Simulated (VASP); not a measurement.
**InP: GW quasiparticle gap**

How does the gap of InP change from the starting functional to GW? The cell is of the zinc-blende type, one of the forms listed for this formula. The start is a cell from a database of measured crystal structures.

Method: LDA; plane waves and PAW (In_d_GW, P_GW), in the first sound run; inputs show where later runs differ, in VASP 6.6.1.

The database entry behind the starting cell differs from later determinations by our own check (0.1 to 0.3 % short, probably kX units), so it need not match the best structure at ambient conditions.

## (1) The starting structure

Symmetry: F-43m, No. 216, cubic system. The conventional cell has a = 5.861 Å, b = 5.861 Å, c = 5.861 Å, α = 90.00°, β = 90.00°, γ = 90.00°. Nearest to In lie 4 P at 2.54 Å. Nearest to P lie 4 In at 2.54 Å. Farther neighbours are not listed.

As a file:

```cif
data_structure
_symmetry_space_group_name_H-M 'F-43m'
_symmetry_Int_Tables_number 216
_cell_length_a 5.8610
_cell_length_b 5.8610
_cell_length_c 5.8610
_cell_angle_alpha 90.000
_cell_angle_beta 90.000
_cell_angle_gamma 90.000
_cell_volume 201.33
loop_
_atom_site_label
_atom_site_type_symbol
_atom_site_symmetry_multiplicity
_atom_site_Wyckoff_symbol
_atom_site_fract_x
_atom_site_fract_y
_atom_site_fract_z
_atom_site_occupancy
In1 In 4 a 0.00000 0.00000 0.00000 1
P1 P 4 c 0.25000 0.25000 0.25000 1
```

## (2) Ground state

The orbitals come from a self-consistent LDA run with a tight EDIFF and a narrow smearing. KPOINTS_OPT adds the bands along a path, which shows whether the mesh holds the band edges.

INCAR

```
SYSTEM = InP
PREC = Accurate
ENCUT = 300
EDIFF = 1E-08
NELM = 100
ISMEAR = 0
SIGMA = 0.01
LREAL = .FALSE.
ALGO = Normal
GGA = CA
NBANDS = 15
LORBIT = 11
LWAVE = .TRUE.
LCHARG = .FALSE.
KPAR = 4
```

POSCAR

```
InP
1.0
    0.0000000000      2.9305000000      2.9305000000
    2.9305000000      0.0000000000      2.9305000000
    2.9305000000      2.9305000000      0.0000000000
In P
1 1
Direct
    0.0000000000      0.0000000000      0.0000000000
    0.7500000000      0.7500000000      0.7500000000
```

KPOINTS

```
Automatic mesh
0
Gamma
6 6 6
0 0 0
```

KPOINTS_OPT

```
Line mode
12
Line-mode
Reciprocal
  0.00000000   0.00000000   0.00000000 GAMMA
  0.50000000   0.00000000   0.50000000 X

  0.50000000   0.00000000   0.50000000 X
  0.50000000   0.25000000   0.75000000 W

  0.50000000   0.25000000   0.75000000 W
  0.37500000   0.37500000   0.75000000 K

  0.37500000   0.37500000   0.75000000 K
  0.00000000   0.00000000   0.00000000 GAMMA

  0.00000000   0.00000000   0.00000000 GAMMA
  0.50000000   0.50000000   0.50000000 L

  0.50000000   0.50000000   0.50000000 L
  0.62500000   0.25000000   0.62500000 U

  0.62500000   0.25000000   0.62500000 U
  0.50000000   0.25000000   0.75000000 W

  0.50000000   0.25000000   0.75000000 W
  0.50000000   0.50000000   0.50000000 L

  0.50000000   0.50000000   0.50000000 L
  0.37500000   0.37500000   0.75000000 K

  0.62500000   0.25000000   0.62500000 U
  0.50000000   0.00000000   0.50000000 X
```

PAW data sets: In_d_GW and P_GW (LDA family, release 64).

On the command line:

```console
$ mpirun -np 4 vasp_std
```

Log:

```text
[banner, memory and clock lines left out]
running    4 mpi-ranks, on    1 nodes
 distrk:  each k-point on    1 cores,    4 groups
 distr:  one band on    1 cores,    1 groups

 POSCAR found type information on POSCAR InP
 POSCAR found :  2 types and       2 ions
 LDA part: xc-table for (Slater(with rela. corr.)+CA(PZ))
 , standard interpolation
 POSCAR, INCAR and KPOINTS ok, starting setup
 FFT: planning ... GRIDC
 FFT: planning ... GRID_SOFT
 FFT: planning ... GRID
 WAVECAR not read
 entering main loop
       N       E                     dE             d eps       ncg     rms          rms(c)
DAV:   1     0.915596784776E+02    0.91560E+02   -0.62830E+03   623   0.193E+03
DAV:   2    -0.285511926074E+01   -0.94415E+02   -0.87084E+02   798   0.425E+02
DAV:   3    -0.981140988802E+01   -0.69563E+01   -0.69311E+01   769   0.873E+01
DAV:   4    -0.100307049980E+02   -0.21930E+00   -0.21918E+00   745   0.186E+01
DAV:   5    -0.100475578226E+02   -0.16853E-01   -0.16852E-01   772   0.555E+00    0.620E+00
DAV:   6    -0.965032692269E+01    0.39723E+00   -0.60698E-01   844   0.299E+01    0.340E+00
DAV:   7    -0.960728291445E+01    0.43044E-01   -0.15286E-01   832   0.490E+00    0.133E+00
DAV:   8    -0.960193723902E+01    0.53457E-02   -0.11268E-02   770   0.372E+00    0.139E-01
DAV:   9    -0.960184004528E+01    0.97194E-04   -0.13948E-03   840   0.170E+00    0.475E-02
DAV:  10    -0.960185367158E+01   -0.13626E-04   -0.10147E-04   928   0.106E-01    0.174E-02
DAV:  11    -0.960186044386E+01   -0.67723E-05   -0.12872E-05   788   0.885E-02    0.126E-02
DAV:  12    -0.960185992117E+01    0.52269E-06   -0.10790E-06   811   0.235E-02    0.299E-03
DAV:  13    -0.960185993882E+01   -0.17649E-07   -0.95523E-08   709   0.483E-03    0.371E-04
DAV:  14    -0.960185994574E+01   -0.69185E-08   -0.36142E-09   541   0.195E-03
   1 F= -.96018599E+01 E0= -.96018599E+01  d E =-.883874E-40
 Start KPOINTS_OPT (optional k-point list driver)
k-point batch [1-16\120]
       N       E                     dE             ncg
DAV:   1    -0.166337666196E+02   -0.49418E+04      619
DAV:   2    -0.159560824225E+04   -0.15790E+04      781
DAV:   3    -0.172995107433E+04   -0.13434E+03      811
DAV:   4    -0.173352039240E+04   -0.35693E+01      735
DAV:   5    -0.173388544390E+04   -0.36505E+00      875
DAV:   6    -0.173388968227E+04   -0.42384E-02      751
DAV:   7    -0.173388985568E+04   -0.17341E-03      838
DAV:   8    -0.173388986289E+04   -0.72106E-05      701
DAV:   9    -0.173388986333E+04   -0.44070E-06      852
DAV:  10    -0.173388986334E+04   -0.12889E-07      544
DAV:  11    -0.173388986335E+04   -0.25489E-09      527
[...]
k-point batch [113-120\120]
       N       E                     dE             ncg
DAV:   1     0.398998541872E+04   -0.39687E+04      312
DAV:   2     0.316984192981E+04   -0.82014E+03      418
DAV:   3     0.310549052745E+04   -0.64351E+02      409
DAV:   4     0.310369141162E+04   -0.17991E+01      398
DAV:   5     0.310364177503E+04   -0.49637E-01      348
DAV:   6     0.310363606783E+04   -0.57072E-02      445
DAV:   7     0.310363595925E+04   -0.10858E-03      346
DAV:   8     0.310363595085E+04   -0.83990E-05      444
DAV:   9     0.310363595066E+04   -0.19424E-06      347
DAV:  10     0.310363595065E+04   -0.12542E-07      364
DAV:  11     0.310363595064E+04   -0.67212E-09      260
 writing wavefunctions
```

The job ended after 6.4 s (4 MPI ranks of AMD EPYC 9R45, shared host; peak memory 0.45 GiB; 23 s of CPU time).

Lines that name or quote the potential files are left out of all logs, and their timing lines are given in words.

Parts of OUTCAR (step 2):

```text
ion  position               nearest neighbor table
   1  0.000  0.000  0.000-   2 2.54   2 2.54   2 2.54   2 2.54
   2  0.750  0.750  0.750-   1 2.54   1 2.54   1 2.54   1 2.54

  LATTYP: Found a face centered cubic cell.
 ALAT       =     5.8610000000

 Subroutine GETGRP returns: Found 24 space group operations
 (whereof 24 operations were pure point group operations)

The static configuration has the point symmetry T_d .

 Found     16 irreducible k-points:

   k-points           NKPTS =     16   k-points in BZ     NKDIM =     16   number of bands    NBANDS=     15

   dimension x,y,z NGX =    24 NGY =   24 NGZ =   24
   dimension x,y,z NGXF=    48 NGYF=   48 NGZF=   48

   ENCUT  =  300.0 eV  22.05 Ry    4.70 a.u.   5.85  5.85  5.85*2*pi/ulx,y,z

   NELECT =      18.0000    total number of electrons

 k-points in reciprocal lattice and weights: Automatic mesh
   0.00000000  0.00000000  0.00000000       0.005
   0.16666667  0.00000000  0.00000000       0.037
   0.33333333  0.00000000  0.00000000       0.037
   0.50000000  0.00000000  0.00000000       0.019
   0.16666667  0.16666667  0.00000000       0.028
   0.33333333  0.16666667  0.00000000       0.111
   0.50000000  0.16666667  0.00000000       0.111
  -0.33333333  0.16666667  0.00000000       0.111
  -0.16666667  0.16666667  0.00000000       0.056
[...]
-0.33333333  0.33333333  0.16666667       0.111
  -0.33333333  0.50000000  0.16666667       0.056

 average (electrostatic) potential at core
       1 -74.6061       2 -75.5057

 E-fermi :   3.8264

 k-point     1 :       0.0000    0.0000    0.0000
  band No.  band energies     occupation
    ...
      5     -10.2903      2.00000
      6      -7.8160      2.00000
      7       3.7354      2.00000
      8       3.7354      2.00000
      9       3.7354      2.00000
     10       4.2352      0.00000
     11       7.6861      0.00000
     12       7.6861      0.00000
     13       7.6861      0.00000
     14      12.0111      0.00000
    ...

 k-point     2 :       0.1667    0.0000    0.0000
  band No.  band energies     occupation
    ...
      5     -10.2896      2.00000
      6      -7.4999      2.00000
      7       1.4812      2.00000
      8       3.4229      2.00000
      9       3.4229      2.00000
     10       5.3682      0.00000
     11       8.0799      0.00000
     12       8.1321      0.00000
     13       8.1321      0.00000
     14      12.2752      0.00000
    ...

 k-point     3 :       0.3333    0.0000    0.0000
  band No.  band energies     occupation
    ...
      5     -10.2834      2.00000
      6      -6.6799      2.00000
      7      -0.9181      2.00000
      8       2.9410      2.00000
      9       2.9410      2.00000
     10       5.2085      0.00000
     11       8.4816      0.00000
     12       8.4816      0.00000
     13       9.8279      0.00000
     14      12.3782      0.00000
    ...

  Total       -0.4767840     -0.4767840     -0.4767840     -0.0000000      0.0000000      0.0000000
  in kB      -15.1766916    -15.1766916    -15.1766916     -0.0000000      0.0000000      0.0000000
  external PRESSURE =     -15.1766916 kB  Pullay stress =       0.0000000 kB

  energy-cutoff  :      300.00
  volume of cell :       50.33
      direct lattice vectors                 reciprocal lattice vectors
     0.000000000  2.930500000  2.930500000    -0.170619348  0.170619348  0.170619348
     2.930500000  0.000000000  2.930500000     0.170619348 -0.170619348  0.170619348
     2.930500000  2.930500000  0.000000000     0.170619348  0.170619348 -0.170619348

 POSITION                                       TOTAL-FORCE (eV/Angst)
 -----------------------------------------------------------------------------------
      0.00000      0.00000      0.00000        -0.000000     -0.000000     -0.000000
      4.39575      4.39575      4.39575         0.000000      0.000000      0.000000
 -----------------------------------------------------------------------------------
    total drift:                                0.000000      0.000000      0.000001

  FREE ENERGIE OF THE ION-ELECTRON SYSTEM (eV)
  ---------------------------------------------------
  free  energy   TOTEN  =        -9.6018599457 eV

  energy  without entropy=       -9.6018599457  energy(sigma->0) =       -9.60185995

 total charge
# of ion       s       p       d       f       tot
--------------------------------------------------
    1        0.801   0.724  10.070   0.020  11.614
    2        1.137   1.685   0.034   0.000   2.856
--------------------------------------------------
tot          1.938   2.408  10.104   0.020  14.470

[... 3 further parts left out ...]
```

This step gave:

| Property | Result |
| --- | --- |
| free energy (TOTEN) | -9.602 eV |
| Fermi energy | 3.826 eV |
| pressure | -1.518 GPa |
| least gap on mesh and path | 0.4998 eV |
| least direct gap on mesh and path | 0.4998 eV |

The highest empty bands on the path are converged less tightly, to about 0.1 eV. Electronic bands along the path, in eV, zero at the valence-band top; v1 is the highest filled band, c1 the lowest empty one:

```csv
point,v3,v2,v1,c1,c2,c3,c4
Γ,0.00,0.00,0.00,0.50,3.95,3.95,3.95
0.45 of the way,-3.09,-1.28,-1.28,2.47,2.95,5.94,5.94
X,-5.87,-2.36,-2.36,1.59,2.12,8.98,9.41
0.45 of the way,-5.81,-2.66,-2.66,2.39,2.84,7.74,7.75
W,-5.72,-3.01,-2.98,4.17,4.27,5.40,6.04
0.45 of the way,-5.72,-3.26,-2.48,3.12,4.31,6.13,6.67
K,-5.72,-3.37,-1.98,2.20,4.27,7.36,7.39
0.45 of the way,-4.18,-2.31,-0.70,2.78,4.74,5.00,5.03
Γ,0.00,0.00,0.00,0.50,3.95,3.95,3.95
0.45 of the way,-3.18,-0.50,-0.50,1.64,4.61,4.61,4.91
L,-5.84,-0.99,-0.99,1.32,4.69,4.69,6.89
0.45 of the way,-5.70,-2.39,-1.35,2.47,4.31,5.51,6.88
U,-5.72,-3.37,-1.98,2.20,4.27,7.36,7.39
0.45 of the way,-5.72,-3.29,-2.36,2.87,4.30,6.36,6.84
W,-5.72,-3.01,-2.98,4.17,4.27,5.40,6.04
0.55 of the way,-5.67,-2.60,-1.56,2.87,4.06,5.69,7.00
L,-5.84,-0.99,-0.99,1.32,4.69,4.69,6.89
0.45 of the way,-5.70,-2.39,-1.35,2.47,4.31,5.51,6.88
K,-5.72,-3.37,-1.98,2.20,4.27,7.36,7.39
jump to U,-5.72,-3.37,-1.98,2.20,4.27,7.36,7.39
0.55 of the way,-5.84,-2.74,-2.28,1.85,2.62,8.30,8.68
X,-5.87,-2.36,-2.36,1.59,2.12,8.98,9.41
```

Of the projections kept (In, P), the largest for each band there; the rest of the weight can lie on other orbitals:

```csv
point,v3,v2,v1,c1,c2,c3,c4
Γ,P 0.76,P 0.76,P 0.76,P 0.51,In 0.78,In 0.78,In 0.78
X,In 0.73,P 0.64,P 0.64,In 0.64,In 0.64,P 0.76,In 0.53
W,In 0.74,P 0.63,P 0.58,P 0.68,P 0.55,In 0.67,In 0.63
K,In 0.72,P 0.60,P 0.65,In 0.63,P 0.57,P 0.58,In 0.51
Γ,P 0.76,P 0.76,P 0.76,P 0.51,In 0.78,In 0.78,In 0.78
L,In 0.62,P 0.69,P 0.69,In 0.61,In 0.67,In 0.67,P 0.69
```

The electronic bands as a text plot (rows in eV, shown from -5.9 to 4.0 only):

```
    3.7 |++                    ++++              + +          +
    3.3 |  +        +                               +
    2.9 |   +++     +  +   +++                       +
    2.5 |   +  ++  +    + +   +             +++ +     +    ++  +
    2.1 |  + ++  +++     +     +           +   +          +  ++ +
    1.7 | +    ++++             +   ++++               + +     ++
    1.3 |                          +    +++             +
    0.9 |+                       +
    0.5 |                         +
    0.1 |*                      ****
   -0.3 |**                   ***   **
   -0.8 |  **                * * *    ***
   -1.2 | *                **   *  *     ****         *****
   -1.6 |    *            *                * *       * *   **
   -2.0 |  *  **        **    **    *         **    *     *  **
   -2.4 |   *   ****   *     *       *      *   *  *  *        **
   -2.8 |           ***     *                *   **  *     *   *
   -3.2 |             ******                  *******       ***
   -3.6 |    *                *
   -4.0 |                    *        *
   -4.4 |     *                        *
   -4.8 |      *            *
   -5.3 |       *         **            *
   -5.7 |        *********               ************************
         Γ       X    W  K        Γ      L     U  W     L   K|U X
```

The cell has a gap of 0.500 eV on mesh and path. Spin-orbit coupling is left out, which can shift or reorder these edges.

## (3) Empty bands, functional LDA

ALGO = Exact makes the empty bands from the converged ground state in one step. LOPTICS writes the k-derivatives of the orbitals (WAVEDER), which give the long-wavelength limit of the screening.

INCAR

```
SYSTEM = InP
PREC = Accurate
ENCUT = 300
ISMEAR = 0
SIGMA = 0.01
LREAL = .FALSE.
GGA = CA
NBANDS = 280
ALGO = Exact
NELM = 1
LWAVE = .TRUE.
LCHARG = .FALSE.
LOPTICS = .TRUE.
NEDOS = 1000
CSHIFT = 0.1
```

POSCAR is that of step 2.

KPOINTS is that of step 2.

On the command line:

```console
$ mpirun -np 4 vasp_std
```

Log:

```text
[banner, memory and clock lines left out]
running    4 mpi-ranks, on    1 nodes
 distrk:  each k-point on    4 cores,    1 groups
 distr:  one band on    1 cores,    4 groups

 POSCAR found type information on POSCAR InP
 POSCAR found :  2 types and       2 ions
 LDA part: xc-table for (Slater(with rela. corr.)+CA(PZ))
 , standard interpolation
 found WAVECAR, reading the header
  number of bands has changed, file:    15 present:   280
  trying to continue reading WAVECAR, but it might fail
 POSCAR, INCAR and KPOINTS ok, starting setup
 FFT: planning ... GRIDC
 FFT: planning ... GRID_SOFT
 FFT: planning ... GRID
 reading WAVECAR
 random initialization beyond band           15
 the WAVECAR file was read successfully
 initial charge from wavefunction
 entering main loop
       N       E                     dE             d eps       ncg     rms          rms(c)
DIA:   1    -0.960185994719E+01   -0.96019E+01    0.00000E+00     0   0.000E+00
   1 F= -.96018599E+01 E0= -.96018599E+01  d E =-.916715E-14
 writing wavefunctions
 optical routines
 imaginary and real dielectric function
 recalculating local potential from charge density
 direction            1
 direction            2
 direction            3
```

It took 4 s on 4 MPI ranks; peak memory 0.54 GiB; 14 s of CPU time.

From OUTCAR (step 3):

```text
The static configuration has the point symmetry T_d .

 Found     16 irreducible k-points:

   k-points           NKPTS =     16   k-points in BZ     NKDIM =     16   number of bands    NBANDS=    280

   NELECT =      18.0000    total number of electrons

 E-fermi :   3.7832

 k-point     3 :       0.3333    0.0000    0.0000
  band No.  band energies     occupation
    ...
      5     -10.2834      2.00000
      6      -6.6799      2.00000
      7      -0.9181      2.00000
      8       2.9410      2.00000
      9       2.9410      2.00000
     10       5.2085      0.00000
     11       8.4816      0.00000
     12       8.4816      0.00000
     13       9.8279      0.00000
     14      12.3780      0.00000
    ...

 k-point     5 :       0.1667    0.1667    0.0000
  band No.  band energies     occupation
    ...
      5     -10.2813      2.00000
      6      -7.3962      2.00000
      7       1.5115      2.00000
      8       2.9000      2.00000
      9       2.9000      2.00000
     10       6.2589      0.00000
     11       6.6865      0.00000
     12       8.8967      0.00000
     13       8.8967      0.00000
     14      10.8757      0.00000
    ...

  Total       -0.4769424     -0.4769424     -0.4769424      0.0000000      0.0000000      0.0000000
  in kB      -15.1817342    -15.1817342    -15.1817342      0.0000000      0.0000000      0.0000000
  external PRESSURE =     -15.1817342 kB  Pullay stress =       0.0000000 kB

  FREE ENERGIE OF THE ION-ELECTRON SYSTEM (eV)
  ---------------------------------------------------
  free  energy   TOTEN  =        -9.6018599472 eV

  energy  without entropy=       -9.6018599472  energy(sigma->0) =       -9.60185995

 plasma frequency squared (from intraband transitions) (eV^2)
  --------------------------------------------------------------------------------------
       0.000       0.000       0.000
       0.000       0.000      -0.000
       0.000      -0.000       0.000

[... 13 parts as in an earlier step ...]
```

The gap is read on the k-mesh alone, so it is an upper bound where the band edges lie off the mesh.

Numbers from this step:

```
gap on the k-mesh              : 0.4998 eV
least direct gap on the k-mesh : 0.4998 eV
```

WAVECAR now holds 280 bands for 18 electrons. Its independent-particle dielectric tensor has xx, yy, zz = 40.8, 40.8, 40.8 on this mesh, which isn't tested for convergence in mesh or bands and lacks local fields. A value this large is set by the few k points at the smallest gap, and it enters the screening of any GW step.

(Continued in part 2 of 7.)

[Lines on the potential files, build, host, timing and source positions are cut from VASP's logs without a mark.]

[Logs are printed without paths, hosts, clocks, repeated set-up lines and the standing remarks that a program may print on its own settings, such as how far it seeks lower states.]

[Hosts, paths, dates, database ids (printed as entryN), source tags and the programs' standing remarks are cut or masked in the printed files.]

[Pressures printed for these runs are not shown converged in the cutoff: they can be off by several GPa and have the wrong sign.]
